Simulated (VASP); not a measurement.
Calculation: PBE GGA, VASP's PBE PAW potentials (set 64) (plane waves; VASP).

VASP input:

INCAR:
```
! general
SYSTEM =HfO2
PREC   =Accurate
ENCUT  =240
LREAL  =.FALSE.
LASPH  =.TRUE.

! electronic loop
EDIFF  =1E-6
NELM   =100
ALGO   =Normal
LMAXMIX=6

! smearing
ISMEAR =-1
SIGMA  =0.1

! functional
GGA    =PE

! ions
ISIF   =2

! output
LWAVE  =.FALSE.
LCHARG =.FALSE.
```

### KPOINTS
```
Automatic mesh
0
G
  6 6 6
0.5 0.5 0.5
```

File POSCAR:
```
HfO2
5.2960220
  1.0000000000   0.0000000000   0.0000000000
  0.0000000000   0.9634980746   0.0000000000
  0.0000000000   0.0000000000   0.9652091702
Hf O
4 8
Cartesian
  0.0300000000   0.2572539859   0.2413022926
  0.9700000000   0.7062440887   0.7239068777
  0.5300000000   0.7062440887   0.2413022926
  0.4700000000   0.2572539859   0.7239068777
  0.3610000000   0.0655178691   0.1023121720
  0.6390000000   0.8979802055   0.5849167571
  0.8610000000   0.8979802055   0.1023121720
  0.1390000000   0.0655178691   0.5849167571
  0.2290000000   0.5173984661   0.0000000000
  0.7710000000   0.4460996085   0.4826045851
  0.7290000000   0.4460996085   0.0000000000
  0.2710000000   0.5173984661   0.4826045851
```

POTCAR, in this order: Hf_pv O (PBE.64 set). Program: vasp_std.

The run wrote:

OSZICAR:
```
       N       E                     dE             d eps       ncg     rms          rms(c)
DAV:   1     0.391829875953E+03    0.39183E+03   -0.32717E+04  2832   0.942E+02
DAV:   2    -0.117104166190E+03   -0.50893E+03   -0.49738E+03  3508   0.311E+02
DAV:   3    -0.139159861355E+03   -0.22056E+02   -0.22002E+02  3336   0.659E+01
DAV:   4    -0.139432409148E+03   -0.27255E+00   -0.27210E+00  3472   0.771E+00
DAV:   5    -0.139437775696E+03   -0.53665E-02   -0.53628E-02  3364   0.921E-01    0.108E+02
DAV:   6    -0.126315012092E+03    0.13123E+02   -0.48204E+01  3132   0.270E+01    0.826E+01
DAV:   7    -0.125267372563E+03    0.10476E+01   -0.63207E+00  3432   0.115E+01    0.254E+01
DAV:   8    -0.125253262464E+03    0.14110E-01   -0.28788E-01  3480   0.247E+00    0.304E+00
DAV:   9    -0.125228500867E+03    0.24762E-01   -0.58765E-02  3168   0.118E+00    0.628E-01
DAV:  10    -0.125228501616E+03   -0.74874E-06   -0.68694E-03  3640   0.382E-01    0.423E-01
DAV:  11    -0.125228507889E+03   -0.62729E-05   -0.54402E-04  3360   0.106E-01    0.728E-02
DAV:  12    -0.125228563276E+03   -0.55387E-04   -0.87755E-05  3464   0.461E-02    0.392E-02
DAV:  13    -0.125228576728E+03   -0.13452E-04   -0.23936E-05  3336   0.216E-02    0.947E-03
DAV:  14    -0.125228579404E+03   -0.26765E-05   -0.59737E-06  2992   0.104E-02    0.337E-03
DAV:  15    -0.125228579579E+03   -0.17481E-06   -0.72806E-07  1824   0.379E-03
   1 F= -.12522858E+03 E0= -.12522858E+03  d E =-.469417E-09
```

OUTCAR:
```
------------------------ aborting loop because EDIFF is reached ----------------------------------------
  FORCE on cell =-STRESS in cart. coord.  units (eV):
  Direction    XX          YY          ZZ          XY          YZ          ZX
  --------------------------------------------------------------------------------------
  Total      -96.7763181    -98.1072287    -97.0144695      0.0000000      0.0000000      0.0000000
  in kB    -1122.4268455  -1137.8629547  -1125.1889634      0.0000000      0.0000000      0.0000000
  external PRESSURE =   -1128.4929212 kB  Pullay stress =       0.0000000 kB
  volume of cell :      138.14
      direct lattice vectors                 reciprocal lattice vectors
     5.296022000  0.000000000  0.000000000     0.188820968  0.000000000  0.000000000
     0.000000000  5.102707000  0.000000000     0.000000000  0.195974411  0.000000000
     0.000000000  0.000000000  5.111769000     0.000000000  0.000000000  0.195626993
 POSITION                                       TOTAL-FORCE (eV/Angst)
 -----------------------------------------------------------------------------------
      0.15888      1.36242      1.27794         0.231577     -0.268127      0.050863
      5.13714      3.74028      3.83383        -0.231577      0.268127      0.050863
      2.80689      3.74028      1.27794         0.231577      0.268127      0.050863
      2.48913      1.36242      3.83383        -0.231577     -0.268127      0.050863
      1.91186      0.34698      0.54185         0.164324     -0.260806     -0.090038
      3.38416      4.75572      3.09773        -0.164324      0.260806     -0.090038
      4.55987      4.75572      0.54185         0.164324      0.260806     -0.090038
      0.73615      0.34698      3.09773        -0.164324     -0.260806     -0.090038
      1.21279      2.74015      0.00000        -0.074699      0.161617      0.039175
      4.08323      2.36255      2.55588         0.074699     -0.161617      0.039175
      3.86080      2.36255      0.00000        -0.074699     -0.161617      0.039175
      1.43522      2.74015      2.55588         0.074699      0.161617      0.039175
 -----------------------------------------------------------------------------------
    total drift:                                0.000000     -0.000000     -0.001995
  FREE ENERGIE OF THE ION-ELECTRON SYSTEM (eV)
  ---------------------------------------------------
  free  energy   TOTEN  =      -125.2285795792 eV

  energy  without entropy=     -125.2285795787  energy(sigma->0) =     -125.22857958
```
(Selected blocks of OUTCAR.)

At this cut-off the stress carries a Pulay error, which pulls relaxed volumes low.

The structure was generated: HfO2 was put into an ordered model structure, which need not be its known phase. The cell was not relaxed at this level. The run is one of a series of settings (ENCUT = 240, KPOINTS 6×6×6 Γ-centred mesh shifted by (0.5, 0.5, 0.5) against the base run), some of them coarse on purpose.
